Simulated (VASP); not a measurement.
Level of theory: PBE GGA, VASP's PBE PAW potentials (set 64) (plane waves; VASP).

Input for VASP

INCAR:
```
ALGO  =  Normal
EDIFF  =  1E-6
ENCUT  =  300
GGA  =  PE
ISIF  =  2
ISMEAR  =  0
LASPH  =  .True.
LCHARG  =  .False.
LMAXMIX  =  4
LREAL  =  .False.
LWAVE  =  .False.
NELM  =  100
PREC  =  Accurate
SIGMA  =  0.1
SYSTEM  =  Al3Sc
```

### POSCAR
```
Al3Sc
1
    4.1000000000     0.0000000000     0.0000000000
    0.0000000000     4.1000000000     0.0000000000
    0.0000000000     0.0000000000     4.1000000000
Sc Al
1 3
Direct
  0.0072530000  -0.0061470000  -0.0066380000
  0.0038780000   0.4862700000   0.5089330000
  0.4898000000   0.0146970000   0.4855380000
  0.4990690000   0.5051800000   0.0121670000
```

**KPOINTS**
```
Automatic mesh
0
Gamma
2 2 2
0 0 0
```

POTCAR, in this order: Sc_sv Al (PBE.64 set). Program: vasp_std.

Output of the run:

OSZICAR:
```
       N       E                     dE             d eps       ncg     rms          rms(c)
DAV:   1     0.845960698998E+02    0.84596E+02   -0.64258E+03   224   0.863E+02
DAV:   2    -0.120260231179E+02   -0.96622E+02   -0.94170E+02   236   0.319E+02
DAV:   3    -0.184490779102E+02   -0.64231E+01   -0.53778E+01   340   0.531E+01
DAV:   4    -0.186495625677E+02   -0.20048E+00   -0.19912E+00   280   0.992E+00
DAV:   5    -0.186601306121E+02   -0.10568E-01   -0.10563E-01   340   0.223E+00    0.936E+00
DAV:   6    -0.179160035636E+02    0.74413E+00   -0.38845E+00   338   0.220E+01    0.321E+00
DAV:   7    -0.178625327762E+02    0.53471E-01   -0.61457E-02   248   0.165E+00    0.173E+00
DAV:   8    -0.178445518173E+02    0.17981E-01   -0.32254E-02   340   0.152E+00    0.177E-01
DAV:   9    -0.178444470675E+02    0.10475E-03   -0.27618E-03   260   0.432E-01    0.105E-01
DAV:  10    -0.178444539080E+02   -0.68405E-05   -0.20186E-04   332   0.128E-01    0.562E-02
DAV:  11    -0.178444539927E+02   -0.84697E-07   -0.40624E-05   324   0.502E-02    0.114E-02
DAV:  12    -0.178444527387E+02    0.12540E-05   -0.97709E-06   312   0.341E-02    0.220E-03
DAV:  13    -0.178444526974E+02    0.41309E-07   -0.36500E-07   202   0.712E-03
   1 F= -.17844453E+02 E0= -.17833163E+02  d E =-.225790E-01
```

File OUTCAR:
```
------------------------ aborting loop because EDIFF is reached ----------------------------------------
  FORCE on cell =-STRESS in cart. coord.  units (eV):
  Direction    XX          YY          ZZ          XY          YZ          ZX
  --------------------------------------------------------------------------------------
  Total        2.1819298      2.3603718      2.2956757     -0.2075913     -0.2134932      0.0818495
  in kB       50.7223981     54.8705656     53.3666012     -4.8257868     -4.9629872      1.9027204
  external PRESSURE =      52.9865216 kB  Pullay stress =       0.0000000 kB
  volume of cell :       68.92
      direct lattice vectors                 reciprocal lattice vectors
     4.100000000  0.000000000  0.000000000     0.243902439  0.000000000  0.000000000
     0.000000000  4.100000000  0.000000000     0.000000000  0.243902439  0.000000000
     0.000000000  0.000000000  4.100000000     0.000000000  0.000000000  0.243902439
 POSITION                                       TOTAL-FORCE (eV/Angst)
 -----------------------------------------------------------------------------------
      0.02974      4.07480      4.07278        -0.336082      0.214813      0.248476
      0.01590      1.99371      2.08663        -0.043639      0.246926     -0.247198
      2.00818      0.06026      1.99071         0.293313     -0.306007      0.254543
      2.04618      2.07124      0.04988         0.086409     -0.155732     -0.255821
 -----------------------------------------------------------------------------------
    total drift:                                0.000328     -0.000184     -0.000208
  FREE ENERGIE OF THE ION-ELECTRON SYSTEM (eV)
  ---------------------------------------------------
  free  energy   TOTEN  =       -17.8444526974 eV

  energy  without entropy=      -17.8218737199  energy(sigma->0) =      -17.83316321
```
(Selected blocks of OUTCAR.)

At this cut-off the stress carries a Pulay error, which pulls relaxed volumes low.

The structure is a typed Al3Sc crystal. The cell was not relaxed at this level, atoms are displaced from their ideal sites. The k-mesh is coarse (spacing up to 0.77 per Å, 2π included), so the numbers may not be converged in it. The run is one of a series of settings (KPOINTS 2×2×2 Γ-centred mesh against the base run), some of them coarse on purpose.
